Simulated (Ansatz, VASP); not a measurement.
# Cross-check of Ti (Titanium) between VASP and Ansatz, part 2 of 2

One calculation is typed for both programs; each brings its own data sets. How far apart do they land? The structure shown comes from an earlier Ansatz run, which isn't shown and may have moved the atoms alone.

VASP 6.6.1 and Ansatz 0.2.0.

So far: Set-up; Ansatz: elastic constants, PBEsol.

## (3) VASP: elastic constants, PBEsol

Level of this step: PBEsol; plane waves and PAW (Ti_sv) (VASP).

The same cell, functional, mesh and smearing now go to VASP, with its own data sets.

Lines of VASP's logs that name or quote its potential files are left out, and so is its time.

Input file INCAR:

```
SYSTEM = Ti
PREC = Accurate
ENCUT = 500
EDIFF = 1E-08
NELM = 120
ISMEAR = 0
SIGMA = 0.1
LREAL = .FALSE.
ALGO = Normal
GGA = PS
NBANDS = 18
LASPH = .TRUE.
LORBIT = 11
LWAVE = .FALSE.
LCHARG = .FALSE.
ISIF = 3
IBRION = 6
NFREE = 2
POTIM = 0.015
NSW = 1
GGA_COMPAT = .FALSE.
KPAR = 2
```

Input file POSCAR:

```
Ti
1.0
    2.9022705731      0.0000000000      0.0000000000
   -1.4511352866      2.5134400450      0.0000000000
    0.0000000000      0.0000000000      4.5858821357
Ti
2
Direct
    0.3333333333      0.6666666667      0.2500000000
    0.6666666667      0.3333333333      0.7500000000
```

Input file KPOINTS:

```
Automatic mesh
0
Gamma
15 15 8
0 0 0
```

Potentials, in the order of the species: Ti_sv (PBE family, release 64).

Launch:

```console
> mpirun -np 2 vasp_std
```

Numbers of over 12 decimals in the logs are rounded to 6 here.

The log of the run:

```text
[banner, memory and clock lines left out]
running    2 mpi-ranks, on    1 nodes
 distrk:  each k-point on    1 cores,    2 groups
 distr:  one band on    1 cores,    1 groups

 POSCAR found type information on POSCAR Ti
 POSCAR found :  1 types and       2 ions
|                                                                             |
|               ----> ADVICE to this user running VASP <----                  |
|                                                                             |
|     You enforced a specific xc type in the INCAR file but a different       |
|     [... a line on the potential file left out ...]
|     I HOPE YOU KNOW WHAT YOU ARE DOING!                                     |
|                                                                             |

 LDA part: xc-table for (Slater+PW92), standard interpolation
 POSCAR, INCAR and KPOINTS ok, starting setup
 FFT: planning ... GRIDC
 FFT: planning ... GRID_SOFT
 FFT: planning ... GRID
 WAVECAR not read
 entering main loop
       N       E                     dE             d eps       ncg     rms          rms(c)
DAV:   1     0.252361774066E+03    0.25236E+03   -0.12960E+04  4884   0.164E+03
DAV:   2     0.106176086152E+02   -0.24174E+03   -0.23863E+03  4956   0.449E+02
DAV:   3    -0.177513299086E+02   -0.28369E+02   -0.28053E+02  9182   0.127E+02
DAV:   4    -0.188656178140E+02   -0.11143E+01   -0.11134E+01  5462   0.264E+01
DAV:   5    -0.189215655225E+02   -0.55948E-01   -0.55938E-01  7662   0.416E+00    0.129E+01
DAV:   6    -0.166894703161E+02    0.22321E+01   -0.79948E+00  5684   0.299E+01    0.321E+00
DAV:   7    -0.166638027081E+02    0.25668E-01   -0.88423E-01  7400   0.716E+00    0.210E+00
DAV:   8    -0.166927227630E+02   -0.28920E-01   -0.23727E-01  5660   0.591E+00    0.766E-01
DAV:   9    -0.166828847299E+02    0.98380E-02   -0.56777E-02  5768   0.251E+00    0.733E-02
DAV:  10    -0.166832618608E+02   -0.37713E-03   -0.30257E-03  7048   0.376E-01    0.990E-02
DAV:  11    -0.166833308579E+02   -0.68997E-04   -0.26064E-04  5742   0.125E-01    0.355E-02
DAV:  12    -0.166833235647E+02    0.72932E-05   -0.39743E-05  6064   0.546E-02    0.575E-03
DAV:  13    -0.166833236345E+02   -0.69763E-07   -0.12527E-06  6062   0.100E-02    0.443E-04
DAV:  14    -0.166833237788E+02   -0.14436E-06   -0.20986E-07  7660   0.280E-03    0.772E-04
DAV:  15    -0.166833237616E+02    0.17199E-07   -0.20233E-08  4762   0.119E-03    0.127E-04
DAV:  16    -0.166833237960E+02   -0.34335E-07   -0.21347E-09  2780   0.368E-04    0.327E-05
DAV:  17    -0.166833237927E+02    0.32228E-08   -0.69717E-10  2744   0.202E-04
   1 F= -.16683324E+02 E0= -.16678346E+02  d E =-.995465E-02
[... from here on, the cycles between the ionic steps are left out ...]
   2 F= -.16677609E+02 E0= -.16672701E+02  d E =-.981651E-02
   9 F= -.16681740E+02 E0= -.16676742E+02  d E =-.999509E-02
  10 F= -.16682324E+02 E0= -.16677356E+02  d E =-.993722E-02
  11 F= -.16682324E+02 E0= -.16677356E+02  d E =-.993722E-02
  12 F= -.16682324E+02 E0= -.16677352E+02  d E =-.994373E-02
  13 F= -.16682324E+02 E0= -.16677352E+02  d E =-.994372E-02
  14 F= -.16683157E+02 E0= -.16678169E+02  d E =-.997691E-02
  15 F= -.16683157E+02 E0= -.16678169E+02  d E =-.997690E-02
  16 F= -.16682957E+02 E0= -.16678006E+02  d E =-.990170E-02
 Finite differences progress:
  Degree of freedom:   8/  8
  Displacement:        1/  2
  Total:              15/ 16
 bond charge predicted
       N       E                     dE             d eps       ncg     rms          rms(c)
DAV:   1    -0.166610511641E+02    0.21906E-01   -0.29418E+00  8526   0.407E+01    0.329E-01
DAV:   2    -0.166832557690E+02   -0.22205E-01   -0.23082E-01  6932   0.491E+00    0.193E-01
DAV:   3    -0.166830023516E+02    0.25342E-03   -0.57859E-03  9996   0.838E-01    0.616E-02
DAV:   4    -0.166829933650E+02    0.89866E-05   -0.44293E-04  7454   0.218E-01    0.262E-02
DAV:   5    -0.166829555986E+02    0.37766E-04   -0.16835E-04  9256   0.163E-01    0.319E-03
DAV:   6    -0.166829567988E+02   -0.12002E-05   -0.17901E-05  8364   0.438E-02    0.187E-03
DAV:   7    -0.166829567332E+02    0.65571E-07   -0.11474E-06  9108   0.131E-02    0.576E-04
DAV:   8    -0.166829567325E+02    0.71714E-09   -0.87805E-08  8968   0.389E-03
  17 F= -.16682957E+02 E0= -.16678006E+02  d E =-.990166E-02
 Finite differences progress:
  Degree of freedom:   8/  8
  Displacement:        2/  2
  Total:              16/ 16
```

Parts of OUTCAR (step 3):

```text
ion  position               nearest neighbor table
   1  0.333  0.667  0.250-   2 2.84   2 2.84   2 2.84   2 2.84   2 2.84   2 2.84
   2  0.667  0.333  0.750-   1 2.84   1 2.84   1 2.84   1 2.84   1 2.84   1 2.84

  LATTYP: Found a hexagonal cell.
 ALAT       =     2.9022705731
 C/A-ratio  =     1.5801015171

 Subroutine GETGRP returns: Found 24 space group operations
 (whereof 12 operations were pure point group operations)

The static configuration has the point symmetry D_3d.
 The point group associated with its full space group is D_6h.

 Found    135 irreducible k-points:

   k-points           NKPTS =    135   k-points in BZ     NKDIM =    135   number of bands    NBANDS=     18

   dimension x,y,z NGX =    24 NGY =   24 NGZ =   36
   dimension x,y,z NGXF=    48 NGYF=   48 NGZF=   72

   ENCUT  =  500.0 eV  36.75 Ry    6.06 a.u.   5.29  5.29  8.36*2*pi/ulx,y,z

   NELECT =      24.0000    total number of electrons

 k-points in reciprocal lattice and weights: Automatic mesh
   0.00000000  0.00000000  0.00000000       0.001
   0.06666667  0.00000000  0.00000000       0.003
   0.13333333  0.00000000  0.00000000       0.003
   0.20000000 -0.00000000  0.00000000       0.003
   0.26666667  0.00000000  0.00000000       0.003
   0.33333333  0.00000000  0.00000000       0.003
   0.40000000 -0.00000000  0.00000000       0.003
   0.46666667 -0.00000000  0.00000000       0.003
   0.06666667  0.06666667  0.00000000       0.003
[...]
0.33333333  0.26666667  0.50000000       0.007
   0.33333333  0.33333333  0.50000000       0.001

 average (electrostatic) potential at core
       1 -71.8199       2 -71.8199

 E-fermi :   8.6189

 k-point     1 :       0.0000    0.0000    0.0000
  band No.  band energies     occupation
    ...
      6     -23.8845      2.00000
      7     -23.8479      2.00000
      8     -23.8479      2.00000
      9       2.3124      2.00000
     10       5.8228      2.00000
     11       9.4012      0.00000
     12       9.4012      0.00000
     13       9.4894      0.00000
     14       9.5767      0.00000
     15       9.9327      0.00000
    ...

 k-point     2 :       0.0667    0.0000    0.0000
  band No.  band energies     occupation
    ...
      6     -23.8893      2.00000
      7     -23.8718      2.00000
      8     -23.8507      2.00000
      9       2.4422      2.00000
     10       5.9259      2.00000
     11       9.1435      0.00000
     12       9.2562      0.00000
     13       9.4941      0.00000
     14       9.7402      0.00000
     15       9.8685      0.00000
    ...

 k-point     3 :       0.1333    0.0000    0.0000
  band No.  band energies     occupation
    ...
      6     -23.9385      2.00000
      7     -23.9036      2.00000
      8     -23.8593      2.00000
      9       2.8205      2.00000
     10       6.2084      2.00000
     11       8.6713      0.45903
     12       8.7789      0.02368
     13       9.6654      0.00000
     14       9.7658      0.00000
     15      10.0136      0.00000
    ...

  Total       -0.0714249     -0.0714249     -0.0674264      0.0000000     -0.0000000      0.0000000
  in kB       -3.4208269     -3.4208269     -3.2293211      0.0000000     -0.0000000      0.0000000
  external PRESSURE =      -3.3569916 kB  Pullay stress =       0.0000000 kB

  energy-cutoff  :      500.00
  volume of cell :       33.45
      direct lattice vectors                 reciprocal lattice vectors
     2.902270573  0.000000000  0.000000000     0.344557813  0.198930546  0.000000000
    -1.451135287  2.513440045  0.000000000     0.000000000  0.397861092  0.000000000
     0.000000000  0.000000000  4.585882136     0.000000000  0.000000000  0.218060554

 POSITION                                       TOTAL-FORCE (eV/Angst)
 -----------------------------------------------------------------------------------
     -0.00000      1.67563      1.13147         0.000000     -0.000000      0.049295
      1.45114      0.83781      3.43941        -0.000000      0.000000     -0.049295
 -----------------------------------------------------------------------------------
    total drift:                               -0.000000      0.000000     -0.000547

  FREE ENERGIE OF THE ION-ELECTRON SYSTEM (eV)
  ---------------------------------------------------
  free  energy   TOTEN  =       -16.6829567325 eV

  energy  without entropy=      -16.6730550688  energy(sigma->0) =      -16.67800590

  SYMMETRIZED ELASTIC MODULI (kBar)
 Direction    XX          YY          ZZ          XY          YZ          ZX
 --------------------------------------------------------------------------------
 XX        2024.4778    678.3474    837.4930     -0.0000      0.0000     -0.0000
 YY         678.3474   2024.4778    837.4930     -0.0000      0.0000      0.0000
 ZZ         837.4930    837.4930   1925.7962     -0.0000     -0.0000      0.0000
 XY          -0.0000     -0.0000     -0.0000    673.0652      0.0000      0.0000
 YZ           0.0000      0.0000     -0.0000      0.0000    425.4120     -0.0000
 ZX           0.0000     -0.0000      0.0000      0.0000     -0.0000    425.4120
 --------------------------------------------------------------------------------

 Eigenvectors and eigenvalues of the dynamical matrix
 ----------------------------------------------------

   1 f  =    5.790582 THz    36.383301 2PiTHz  193.153030 cm-1    23.947913 meV
             X         Y         Z           dx          dy          dz
     -0.000000  1.675627  1.146471    -0.000000    0.000000   -0.707107
      1.451135  0.837813  3.439412     0.000000    0.000000    0.707107

   2 f  =    3.897279 THz    24.487328 2PiTHz  129.999243 cm-1    16.117845 meV
             X         Y         Z           dx          dy          dz
     -0.000000  1.675627  1.146471    -0.308738    0.636145    0.000000
      1.451135  0.837813  3.439412     0.308738   -0.636145    0.000000

   3 f  =    3.897279 THz    24.487328 2PiTHz  129.999243 cm-1    16.117845 meV
             X         Y         Z           dx          dy          dz
     -0.000000  1.675627  1.146471     0.636145    0.308738   -0.000000
      1.451135  0.837813  3.439412    -0.636145   -0.308738    0.000000

   4 f  =    0.000000 THz     0.000000 2PiTHz    0.000000 cm-1     0.000000 meV
             X         Y         Z           dx          dy          dz
     -0.000000  1.675627  1.146471     0.000000    0.000000    0.707107
      1.451135  0.837813  3.439412    -0.000000    0.000000    0.707107

   5 f/i=    0.000000 THz     0.000000 2PiTHz    0.000001 cm-1     0.000000 meV
             X         Y         Z           dx          dy          dz
     -0.000000  1.675627  1.146471    -0.167033    0.687095   -0.000000
      1.451135  0.837813  3.439412    -0.167033    0.687095    0.000000

   6 f/i=    0.000000 THz     0.000000 2PiTHz    0.000002 cm-1     0.000000 meV
             X         Y         Z           dx          dy          dz
     -0.000000  1.675627  1.146471    -0.687095   -0.167033   -0.000000
      1.451135  0.837813  3.439412    -0.687095   -0.167033    0.000000

 ELASTIC MODULI CONTR FROM IONIC RELAXATION (kBar)
 Direction    XX          YY          ZZ          XY          YZ          ZX
 --------------------------------------------------------------------------------
 XX        -212.9198    212.9198      0.0000      0.0000      0.0000     -0.0000
 YY         212.9198   -212.9198     -0.0000      0.0000      0.0000     -0.0000
 ZZ           0.0000     -0.0000     -0.0000      0.0000      0.0000     -0.0000
 XY           0.0000      0.0000      0.0000   -212.9198      0.0000     -0.0000
 YZ           0.0000      0.0000      0.0000      0.0000      0.0000      0.0000
 ZX          -0.0000     -0.0000     -0.0000     -0.0000      0.0000     -0.0000
 --------------------------------------------------------------------------------

 TOTAL ELASTIC MODULI (kBar)
 Direction    XX          YY          ZZ          XY          YZ          ZX
 --------------------------------------------------------------------------------
 XX        1811.5580    891.2672    837.4930     -0.0000      0.0000     -0.0000
 YY         891.2672   1811.5580    837.4930     -0.0000      0.0000      0.0000
 ZZ         837.4930    837.4930   1925.7962     -0.0000     -0.0000      0.0000
 XY          -0.0000     -0.0000     -0.0000    460.1454      0.0000      0.0000
 YZ           0.0000      0.0000     -0.0000      0.0000    425.4120     -0.0000
 ZX           0.0000     -0.0000      0.0000      0.0000     -0.0000    425.4120
 --------------------------------------------------------------------------------

 total charge
# of ion       s       p       d       tot
------------------------------------------
    1        2.259   6.129   1.910  10.299
    2        2.259   6.129   1.910  10.299
--------------------------------------------------
tot          4.518  12.259   3.821  20.598

[... 3 further parts left out ...]
```

CONTCAR:

```
Ti
   1.00000000000000
     2.9022705731000000    0.0000000000000000    0.0000000000000000
    -1.4511352866000000    2.5134400449999998    0.0000000000000000
     0.0000000000000000    0.0000000000000000    4.5858821357000004
  Ti
     2
Direct
     0.3333333332999970    0.6666666667000029    0.2467290916870216
     0.6666666667000030    0.3333333332999970    0.7500000000000000
```

Levels, forces or a CONTCAR printed for this step are those of its last displaced cell, not of the structure at rest.

## (4) Side by side

Known differences besides the potentials themselves: the cutoff is 420 eV in Ansatz and 500 eV in VASP; Ansatz makes its cores anew for this functional, VASP keeps those of its PBE data sets; VASP takes each elastic constant from one size of strain, Ansatz from those that its log lists. Total energies have different zeros and are not compared.

The two programs side by side:

```csv
quantity,Ansatz,VASP,difference
C11 (GPa),181.4,181.2,+0.12 %
C22 (GPa),181.4,181.2,+0.12 %
C33 (GPa),188.0,192.6,-2.37 %
C12 (GPa),90.0,89.1,+1.02 %
C13 (GPa),85.2,83.8,+1.68 %
C23 (GPa),85.2,83.8,+1.68 %
C44 (GPa),42.0,42.5,-1.21 %
C55 (GPa),42.0,42.5,-1.21 %
C66 (GPa),45.7,46.0,-0.74 %
```

## (5) What came out

| Item | Value |
| --- | --- |
| difference in C33 (elastic constants, PBEsol) | -2.4 % |

The difference in C33 is -2.4 % (elastic constants, PBEsol), within the 5 % picked in this series as the mark of a large difference. How closely two codes agree says nothing of how well the functional describes the real material.

[Lines on the potential files, build, host, timing and source positions are cut from VASP's logs without a mark.]

[Logs are printed without paths, hosts, clocks, repeated set-up lines and the standing remarks that a program may print on its own settings, such as how far it seeks lower states.]

[Hosts, paths, dates, database ids (printed as entryN), source tags and the programs' standing remarks are cut or masked in the printed files.]
